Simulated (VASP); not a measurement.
# Sn: Sn into a neighbouring Sn vacancy, part 3 of 5

Wanted: the minimum-energy path in Sn for this move: Sn into a neighbouring Sn vacancy. The start is a computed cell from the Materials Project.

VASP 6.6.1; PBEsol; plane waves and PAW (Sn).

So far. Step 2 (Relax the host): The run ended after 3 ionic steps, 0.007 eV below its first step, once forces and stress met EDIFFG = -0.02. Step 3 (Relax the start): The run ended after 19 ionic steps, 0.346 eV below its first step, once the forces on the free atoms met EDIFFG = -0.05.

**4. Relax the end**

The end state is relaxed in the same way, so that both ends share their errors.

File INCAR:

```
SYSTEM = Sn
PREC = Normal
ENCUT = 280
EDIFF = 1E-05
NELM = 120
ISMEAR = 1
SIGMA = 0.15
LREAL = Auto
ALGO = Fast
GGA = PS
NBANDS = 69
LORBIT = 11
LWAVE = .FALSE.
LCHARG = .FALSE.
NCORE = 5
LASPH = .TRUE.
IBRION = 2
NSW = 60
ISIF = 2
EDIFFG = -0.05
POTIM = 0.4
MAXMIX = 40
ISYM = 0
```

File POSCAR:

```
Sn
1.0
   -5.8266201904      5.8266201904      3.1687159126
    8.7399302856     -8.7399302856      4.7530738689
    5.8266201904      5.8266201904     -3.1687159126
Sn
23
Direct
    0.0011628628     -0.0003349030      0.5025384100
    0.0020908864      0.3329388470     -0.0001005227
   -0.0052688801      0.3312407794      0.5009450888
    0.0016816502      0.6681720003     -0.0009539646
   -0.0065707210      0.6643737108      0.4975333618
    0.4991461405     -0.0003358007      0.0026834666
    0.5022429354      0.0009842767      0.5007629204
    0.5001409320      0.3341363972      0.0019440564
    0.4947085659      0.3283015901      0.5013676792
    0.4955584457      0.6635092269     -0.0001813319
    0.5016039805      0.6688619624      0.4994534269
    0.0049949321      0.0024206279      0.0009328927
    0.3687180679      0.0805854938      0.7491542411
    0.3726359842      0.4172241701      0.2528182580
    0.3773607235      0.4186245454      0.7499190710
    0.3727684897      0.7485354143      0.2500818275
    0.3753270639      0.7519382335      0.7490315164
    0.8646001854      0.0798882790      0.2499987153
    0.8762140860      0.0819333024      0.7554315821
    0.8733576310      0.4134668577      0.2488643042
    0.8760814597      0.4172069656      0.7485340679
    0.8749198065      0.7491648550      0.2497813149
    0.8714517736      0.7470340019      0.7480014188
```

File KPOINTS:

```
Automatic mesh
0
Gamma
3 2 2
0 0 0
```

PAW data sets: Sn (PBE family, release 64).

On the command line:

```
> mpirun -np 5 vasp_std
```

Output:

```text
[banner, memory and clock lines left out]
running    5 mpi-ranks, on    1 nodes
 distrk:  each k-point on    5 cores,    1 groups
 distr:  one band on    5 cores,    1 groups

 POSCAR found type information on POSCAR Sn
 POSCAR found :  1 types and      23 ions
 [... a notice as in an earlier step ...]

 [... a notice as in an earlier step ...]

 LDA part: xc-table for (Slater+PW92), standard interpolation
 [... a notice as in an earlier step ...]

 POSCAR, INCAR and KPOINTS ok, starting setup
 FFT: planning ... GRIDC
 FFT: planning ... GRID_SOFT
 FFT: planning ... GRID
 WAVECAR not read
 entering main loop
       N       E                     dE             d eps       ncg     rms          rms(c)
DAV:   1     0.216489348173E+03    0.21649E+03   -0.21407E+04  1104   0.633E+02
DAV:   2    -0.746884263619E+02   -0.29118E+03   -0.27397E+03  1313   0.119E+02
DAV:   3    -0.969810192140E+02   -0.22293E+02   -0.21375E+02  1432   0.333E+01
DAV:   4    -0.975683628067E+02   -0.58734E+00   -0.58035E+00  1368   0.529E+00
DAV:   5    -0.975841899397E+02   -0.15827E-01   -0.15796E-01  1400   0.745E-01    0.862E+00
RMM:   6    -0.971324866476E+02    0.45170E+00   -0.12007E-01  1104   0.871E-01    0.511E+00
RMM:   7    -0.968746048991E+02    0.25788E+00   -0.21795E-01  1104   0.134E+00    0.243E-01
RMM:   8    -0.968745305237E+02    0.74375E-04   -0.24982E-02  1113   0.528E-01    0.137E-01
RMM:   9    -0.968749305197E+02   -0.40000E-03   -0.35462E-03  1149   0.181E-01    0.460E-02
RMM:  10    -0.968750213458E+02   -0.90826E-04   -0.81378E-04  1179   0.808E-02    0.180E-02
RMM:  11    -0.968750300053E+02   -0.86595E-05   -0.96781E-05  1069   0.278E-02
   1 F= -.96875030E+02 E0= -.96878984E+02  d E =-.968750E+02
 curvature:   0.00 expect dE= 0.000E+00 dE for cont linesearch  0.000E+00
 trial: gam= 0.00000 g(F)=  0.367E-01 g(S)=  0.000E+00 ort = 0.000E+00 (trialstep = 0.100E+01)
 search vector abs. value=  0.367E-01
 bond charge predicted
       N       E                     dE             d eps       ncg     rms          rms(c)
DAV:   1    -0.969063250027E+02   -0.31304E-01   -0.22307E-01  1312   0.117E+00    0.142E-01
RMM:   2    -0.969079012232E+02   -0.15762E-02   -0.19284E-02  1104   0.314E-01    0.470E-02
RMM:   3    -0.969081927688E+02   -0.29155E-03   -0.26086E-03  1166   0.120E-01    0.215E-02
RMM:   4    -0.969082226860E+02   -0.29917E-04   -0.36386E-04  1141   0.463E-02    0.142E-02
RMM:   5    -0.969082255298E+02   -0.28438E-05   -0.70428E-05  1024   0.216E-02
   2 F= -.96908226E+02 E0= -.96912324E+02  d E =-.331955E-01
[... from here on, the cycles between the ionic steps are left out ...]
   3 F= -.96966002E+02 E0= -.96970167E+02  d E =-.909715E-01
   4 F= -.96971564E+02 E0= -.96975616E+02  d E =-.965342E-01
   5 F= -.96991877E+02 E0= -.96995752E+02  d E =-.203124E-01
   6 F= -.97027060E+02 E0= -.97030467E+02  d E =-.554957E-01
   7 F= -.97030946E+02 E0= -.97034204E+02  d E =-.593817E-01
   8 F= -.97052314E+02 E0= -.97055496E+02  d E =-.213682E-01
   9 F= -.97088877E+02 E0= -.97091779E+02  d E =-.579307E-01
  10 F= -.97092161E+02 E0= -.97094925E+02  d E =-.612155E-01
  11 F= -.97119544E+02 E0= -.97121820E+02  d E =-.273827E-01
  12 F= -.97127807E+02 E0= -.97129673E+02  d E =-.356455E-01
  13 F= -.97147745E+02 E0= -.97149299E+02  d E =-.199380E-01
  14 F= -.97149396E+02 E0= -.97150776E+02  d E =-.215894E-01
  15 F= -.97160992E+02 E0= -.97162066E+02  d E =-.115957E-01
  16 F= -.97162477E+02 E0= -.97163459E+02  d E =-.130805E-01
  17 F= -.97170972E+02 E0= -.97171875E+02  d E =-.849562E-02
  18 F= -.97172752E+02 E0= -.97173577E+02  d E =-.102757E-01
  19 F= -.97177930E+02 E0= -.97178583E+02  d E =-.517751E-02
  20 F= -.97178884E+02 E0= -.97179437E+02  d E =-.613186E-02
 curvature: -11.43 expect dE=-0.122E-01 dE for cont linesearch -0.304E-04
 trial: gam= 0.18425 g(F)=  0.106E-02 g(S)=  0.000E+00 ort = 0.125E-03 (trialstep = 0.465E+01)
 search vector abs. value=  0.131E-02
 bond charge predicted
       N       E                     dE             d eps       ncg     rms          rms(c)
DAV:   1    -0.971812207758E+02   -0.23381E-02   -0.14967E-01  1174   0.965E-01    0.105E-01
RMM:   2    -0.971820911711E+02   -0.87040E-03   -0.10821E-02  1104   0.243E-01    0.337E-02
RMM:   3    -0.971822803277E+02   -0.18916E-03   -0.14592E-03  1140   0.933E-02    0.298E-02
RMM:   4    -0.971822776733E+02    0.26544E-05   -0.22376E-04  1133   0.365E-02    0.147E-02
RMM:   5    -0.971822758632E+02    0.18101E-05   -0.48229E-05  1004   0.170E-02
  21 F= -.97182276E+02 E0= -.97182630E+02  d E =-.339161E-02
 trial-energy change:   -0.003392  1 .order   -0.003367   -0.005053   -0.001680
 step:   6.9674(harm=  6.9674)  dis= 0.01433  next Energy=   -97.182669 (dE=-0.378E-02)
 reached required accuracy - stopping structural energy minimisation
```

The job ended after 2.4 min (5 MPI ranks of Intel Xeon 6975P-C (Granite Rapids), shared host; peak memory 0.74 GiB; 11 min of CPU time).

Parts of OUTCAR (step 4):

```text
 Found      8 irreducible k-points:

   NELECT =      92.0000    total number of electrons

 E-fermi :   4.7328

 k-point     1 :       0.0000    0.0000    0.0000
  band No.  band energies     occupation
    ...
     42       3.9469      2.00000
     43       4.0699      2.00000
     44       4.2648      2.00009
     45       4.3894      2.00563
     46       4.5870      2.04398
     47       5.2645     -0.00001
     48       5.3661     -0.00000
     49       5.4284     -0.00000
     50       5.5172     -0.00000
     51       5.5872     -0.00000
    ...

 k-point     2 :       0.3333   -0.0000    0.0000
  band No.  band energies     occupation
    ...
     42       3.9570      2.00000
     43       4.1995      2.00001
     44       4.2946      2.00029
     45       4.5217      2.06301
     46       4.7277      1.05833
     47       5.0301     -0.01695
     48       5.1162     -0.00180
     49       5.2597     -0.00001
     50       5.3862     -0.00000
     51       5.4530     -0.00000
    ...

  Total       -5.0487074     -5.6577484    -11.5281898      0.6640972      1.6214163      0.7364428
  in kB      -12.5320699    -14.0438519    -28.6156573      1.6484442      4.0247335      1.8280228
  external PRESSURE =     -18.3971930 kB  Pullay stress =       0.0000000 kB

 POSITION                                       TOTAL-FORCE (eV/Angst)
 -----------------------------------------------------------------------------------
      2.95626      2.92868     -1.57571        -0.009788      0.001531      0.002739
     -2.85087      2.95552      4.69826        -0.013465      0.006111     -0.003643
      5.71689      0.02377     -0.00081         0.001455      0.010633      0.011981
      5.78264      5.81193      3.10525        -0.005268      0.015605      0.003125
      8.70323     -2.87089      1.64692         0.001290     -0.000828      0.014376
     -2.29264      2.95593      1.40577         0.021257     -0.005456     -0.011650
     -0.12726      5.56867      0.08949         0.014371     -0.007212      0.011300
      5.79365      5.77519     -0.05457         0.006814      0.015278     -0.004639
      2.67107      2.88707      1.54953        -0.004161      0.001131      0.028301
      8.64457      2.92301      1.55475        -0.000051     -0.003478     -0.010181
      6.00157      0.02913      3.11657         0.002353     -0.012182     -0.010480
     -0.05083      0.16550      0.07541        -0.011958     -0.002522     -0.007751
      2.80673      5.90868     -0.75818         0.017264      0.005932     -0.008513
      2.98048      0.02513      2.58202         0.004210     -0.003583      0.014037
      5.68247      2.90555      0.83249        -0.006379     -0.004985     -0.024898
      5.73332     -2.88347      3.76275         0.011244      0.000002      0.008946
      9.05338      0.03819      2.42135        -0.004701     -0.006546      0.008129
     -3.01637      5.78276      2.34411        -0.001443     -0.001478      0.002308
      0.05609      8.71415      0.72016        -0.013169     -0.007039      0.004598
      0.04827      2.88284      3.66113         0.001449     -0.004135     -0.005069
      2.81284      5.80272      2.38912        -0.016795      0.005387      0.001939
      2.92588     -0.01788      5.80868        -0.007661     -0.012097      0.010500
      5.79291      2.88868      3.99316         0.013132      0.009929     -0.035456
 -----------------------------------------------------------------------------------
    total drift:                                0.019748     -0.017186     -0.010930

  FREE ENERGIE OF THE ION-ELECTRON SYSTEM (eV)
  ---------------------------------------------------
  free  energy   TOTEN  =       -97.1822758632 eV

  energy  without entropy=      -97.1833380778  energy(sigma->0) =      -97.18262993

 total charge
# of ion       s       p       d       tot
------------------------------------------
    1        1.467   1.442   0.104   3.013
    2        1.482   1.405   0.100   2.987
    3        1.465   1.490   0.114   3.068
    4        1.472   1.464   0.110   3.046
    5        1.483   1.417   0.103   3.003
    6        1.514   1.289   0.093   2.896
    7        1.502   1.337   0.091   2.930
    8        1.463   1.485   0.111   3.058
    9        1.494   1.364   0.089   2.947
   10        1.477   1.427   0.101   3.006
   11        1.473   1.442   0.105   3.020
   12        1.491   1.378   0.092   2.961
   13        1.480   1.405   0.104   2.989
   14        1.479   1.399   0.096   2.975
   15        1.469   1.447   0.106   3.023
   16        1.481   1.414   0.102   2.997
   17        1.479   1.405   0.100   2.984
   18        1.482   1.404   0.100   2.987
   19        1.467   1.428   0.093   2.988
   20        1.479   1.435   0.104   3.019
   21        1.475   1.428   0.105   3.009
   22        1.485   1.393   0.094   2.972
   23        1.472   1.452   0.114   3.038
--------------------------------------------------
tot         34.031  32.551   2.331  68.913

[... 6 parts as in an earlier step ...]

[... 6 further parts left out ...]
```

CONTCAR:

```
Sn
   1.00000000000000
    -5.8266201903999999    5.8266201903999999    3.1687159126000002
     8.7399302855999998   -8.7399302855999998    4.7530738688999996
     5.8266201903999999    5.8266201903999999   -3.1687159126000002
  Sn
    23
Direct
     0.0026834038190800    0.0033667809389548    0.5050048298938750
     0.9949733888994121    0.3311397160244195    0.0089799038268059
     0.0019121576066311    0.3269711301770438    0.4926233860224863
     0.9887250887888955    0.6574739784214667    0.9949651278136942
     0.0135114228836073    0.6711478327226431    0.5004903214928725
     0.4754783121211925    0.0167214267706039    0.0569192456577202
     0.4919854845249516    0.0021333354551722    0.4669442153321947
     0.4869756172105903    0.3257064381666529    0.9927577677995699
     0.4922530780690715    0.3158117064375125    0.4769613312972734
     0.4961605209558922    0.6580963341124570    0.9926490993659823
     0.4942712063537201    0.6711898401818740    0.5175129939006347
     0.0261008839948844    0.0050244369574996    0.0098398806213425
     0.3874064814162904    0.0808121695835174    0.7478955189762917
     0.4095798361648927    0.4421250127146796    0.2579200545896206
     0.3806946880916918    0.4126605413489591    0.7369636608543837
     0.3462952781072783    0.7238185918083033    0.2445545178476855
     0.3853479726337293    0.7726460167128612    0.7801747498262072
     0.8661189008472991    0.0740258829314198    0.2373920365052903
     0.8614241911202182    0.0789666116246197    0.7526008763744249
     0.8250852790119185    0.3878947351021771    0.2515272307102279
     0.8749339308540638    0.4122418986180203    0.7393271504940906
     0.9150322385015908    0.7784305170877971    0.2495440076967462
     0.8779776398230934    0.7514658998013378    0.7449938939005762
```

Step by step:

| step | energy less that of the first step (eV) | largest force (eV/Å) |
| --- | --- | --- |
| 1 | 0.0000 | 0.3549 |
| 2 | -0.0332 | 0.2754 |
| 3 | -0.0910 | 0.2059 |
| 4 | -0.0965 | 0.2042 |
| 5 | -0.1168 | 0.1734 |
| 6 | -0.1520 | 0.1663 |
| 7 | -0.1559 | 0.2390 |
| 8 | -0.1773 | 0.1857 |
| 9 | -0.2138 | 0.1430 |
| 10 | -0.2171 | 0.1873 |
| 11 | -0.2445 | 0.1253 |
| 12 | -0.2528 | 0.1822 |
| 13 | -0.2727 | 0.0969 |
| 14 | -0.2744 | 0.1373 |
| 15 | -0.2860 | 0.0800 |
| 16 | -0.2874 | 0.0985 |
| 17 | -0.2959 | 0.0558 |
| 18 | -0.2977 | 0.0882 |
| 19 | -0.3029 | 0.0633 |
| 20 | -0.3039 | 0.0711 |
| 21 | -0.3072 | 0.0391 |

The atoms that moved most (Å):

```csv
atom,dx,dy,dz,length
Sn6,0.603,0.029,-0.166,0.626
Sn17,0.304,0.059,0.031,0.311
Sn7,-0.127,-0.267,0.080,0.306
Sn20,0.073,-0.042,-0.283,0.295
Sn22,0.021,-0.023,0.267,0.269
Sn9,-0.237,-0.047,0.010,0.242
Sn14,0.032,0.027,0.219,0.223
Sn16,-0.094,0.030,-0.184,0.209
```

Final coordinates:

```cif
data_structure
_symmetry_space_group_name_H-M 'P 1'
_symmetry_Int_Tables_number 1
_cell_length_a 8.8284
_cell_length_b 13.2425
_cell_length_c 8.8284
_cell_angle_alpha 97.402
_cell_angle_beta 97.402
_cell_angle_gamma 137.932
_cell_volume 645.46
loop_
_atom_site_label
_atom_site_type_symbol
_atom_site_fract_x
_atom_site_fract_y
_atom_site_fract_z
_atom_site_occupancy
Sn1 Sn 0.00268 0.00337 0.50500 1
Sn2 Sn 0.99497 0.33114 0.00898 1
Sn3 Sn 0.00191 0.32697 0.49262 1
Sn4 Sn 0.98873 0.65747 0.99497 1
Sn5 Sn 0.01351 0.67115 0.50049 1
Sn6 Sn 0.47548 0.01672 0.05692 1
Sn7 Sn 0.49199 0.00213 0.46694 1
Sn8 Sn 0.48698 0.32571 0.99276 1
Sn9 Sn 0.49225 0.31581 0.47696 1
Sn10 Sn 0.49616 0.65810 0.99265 1
Sn11 Sn 0.49427 0.67119 0.51751 1
Sn12 Sn 0.02610 0.00502 0.00984 1
Sn13 Sn 0.38741 0.08081 0.74790 1
Sn14 Sn 0.40958 0.44213 0.25792 1
Sn15 Sn 0.38069 0.41266 0.73696 1
Sn16 Sn 0.34630 0.72382 0.24455 1
Sn17 Sn 0.38535 0.77265 0.78017 1
Sn18 Sn 0.86612 0.07403 0.23739 1
Sn19 Sn 0.86142 0.07897 0.75260 1
Sn20 Sn 0.82509 0.38789 0.25153 1
Sn21 Sn 0.87493 0.41224 0.73933 1
Sn22 Sn 0.91503 0.77843 0.24954 1
Sn23 Sn 0.87798 0.75147 0.74499 1
```

Numbers from this step:

| Quantity | Value |
| --- | --- |
| electronic cycles | 133 |
| free energy (TOTEN) | -97.1823 eV |
| energy at zero smearing | -97.1826 eV |
| Fermi energy | 4.733 eV |

The run ended after 21 ionic steps, 0.307 eV below its first step, once the forces on the free atoms met EDIFFG = -0.05.

(Continued in part 4 of 5.)

[Lines on the potential files, build, host, timing and source positions are cut from VASP's logs without a mark.]

[Logs are printed without paths, hosts, clocks, repeated set-up lines and the standing remarks that a program may print on its own settings, such as how far it seeks lower states.]

[Hosts, paths, dates, database ids (printed as entryN), source tags and the programs' standing remarks are cut or masked in the printed files.]

[Runs that stopped without an error message from VASP are left out.]
